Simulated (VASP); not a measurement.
Input:

```xyz
4
Lattice="3.9587 0.0000 0.0000 -1.9793 3.4283 0.0000 0.0000 0.0000 6.5206" Properties=species:S:1:pos:R:3 pbc="T T T"
Be     1.9793     1.1428     3.2634
Be     0.0000     2.2856     0.0031
Te     1.9793     1.1428     5.7024
Te     0.0000     2.2856     2.4422
```

The numbers are results of PBEsol GGA, VASP's PBE PAW potentials (set 64) (plane waves; VASP 6.6.1), not measurements. Numerical set-up: 400 eV cut-off, 6×6×3 Γ-centred mesh, Gaussian smearing of 0.050 eV, potentials Be Te.

Unless said otherwise, spin-orbit coupling is left out, though it shifts the bands of the heavy elements here.

Task: What does the run give for the energy per atom (σ→0), band gap (on the k-mesh) with the smallest direct gap where there is one?

Result: 
```
Item                                          Value
-----------------------------------  --------------
band gap (on the k-mesh)                    2.10 eV
smallest direct gap (on the k-mesh)         2.72 eV
energy per atom (σ→0)                -4.101 eV/atom
```

The absolute energy has meaning only against runs of the same code, potentials and settings.

The structure comes from a computed database's BeTe entry (P6_3mc); how it stands against other phases isn't given here. It was relaxed first. The start is the result of an earlier pass.
